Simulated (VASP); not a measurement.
An input for Quantum ESPRESSO's pw.x (written as the equivalent of a VASP run, and not itself run):

```
&CONTROL
  calculation = 'vc-relax'
  pseudo_dir = './pseudo'
  outdir = './out'
  tprnfor = .true.
  tstress = .true.
  nstep = 60
  forc_conv_thr = 0.00078
/
&SYSTEM
  ibrav = 0
  nat = 8
  ntyp = 3
  ecutwfc = 84
  occupations = 'smearing'
  smearing = 'gaussian'
  degauss = 0.003675
  input_dft = 'pbesol'
/
&ELECTRONS
  conv_thr = 7.3e-08
  electron_maxstep = 100
/
&IONS
/
&CELL
/
ATOMIC_SPECIES
  Zn 65.380 Zn.upf
  Te 127.600 Te.upf
  Mg 24.305 Mg.upf
CELL_PARAMETERS angstrom
     0.0000000    3.1684181    3.1684181
     3.1684181    0.0000000    3.1684181
    12.7465848   12.7465848   -0.0729124
ATOMIC_POSITIONS crystal
  Zn   0.9998582  0.9998582  0.0001063
  Te   0.2614553  0.2614553  0.0539085
  Te   0.2527660  0.2527660  0.3104255
  Te   0.2450070  0.2450070  0.5662448
  Te   0.2383045  0.2383045  0.8212716
  Mg   0.0087744  0.0087744  0.2434192
  Mg   0.0007722  0.0007722  0.4994208
  Mg   0.9930624  0.9930624  0.7552032
K_POINTS automatic
  6 6 2 0 0 0
```

Q: Write the VASP files for the same calculation (PBEsol).

A: This is not unique; one that fits is 
### KPOINTS
```
Automatic mesh
0
Gamma
6 6 2
0 0 0
```

File POSCAR:
```
Mg3ZnTe4
1
    0.0000000000     3.1684181019     3.1684181019
    3.1684181019     0.0000000000     3.1684181019
   12.7465848201    12.7465848201    -0.0729124123
Zn Te Mg
1 4 3
Direct
  0.9998582162   0.9998582162   0.0001063379
  0.2614552929   0.2614552929   0.0539085303
  0.2527659689   0.2527659689   0.3104255233
  0.2450069547   0.2450069547   0.5662447839
  0.2383045199   0.2383045199   0.8212716100
  0.0087743990   0.0087743990   0.2434192008
  0.0007722440   0.0007722440   0.4994208170
  0.9930624044   0.9930624044   0.7552031967
```

INCAR:
```
LCHARG  =  .FALSE.
EDIFFG  =  -0.02
LREAL  =  .FALSE.
LMAXMIX  =  4
IBRION  =  2   ! conjugate gradients
SYSTEM  =  Mg3ZnTe4
ENCUT  =  400   ! plane-wave cut-off (eV)
EDIFF  =  1E-6
NSW  =  60
NELM  =  100
LWAVE  =  .FALSE.
ALGO  =  Normal   ! blocked Davidson
PREC  =  Accurate
GGA  =  PS   ! PBEsol
ISMEAR  =  0
SIGMA  =  0.05   ! width (eV)
LASPH  =  .TRUE.
ISIF  =  3
```

POTCAR, in this order: Zn Te Mg (PBE.64 set). Program: vasp_std.

What does not carry over: the potentials are each code's own (VASP's PAW set, PseudoDojo norm-conserving files in pw.x), so ENCUT and ecutwfc are chosen apart and not converted; conv_thr bounds pw.x's estimated SCF error, while EDIFF bounds the energy change between steps; forc_conv_thr acts on force components and is met together with etot_conv_thr.

The structure was generated: Mg3ZnTe4 was put into an ordered model structure (R3m), which need not be its known phase. This run relaxes it. Symmetry was kept, so distortions that lower it aren't found. The start is the result of an earlier pass.
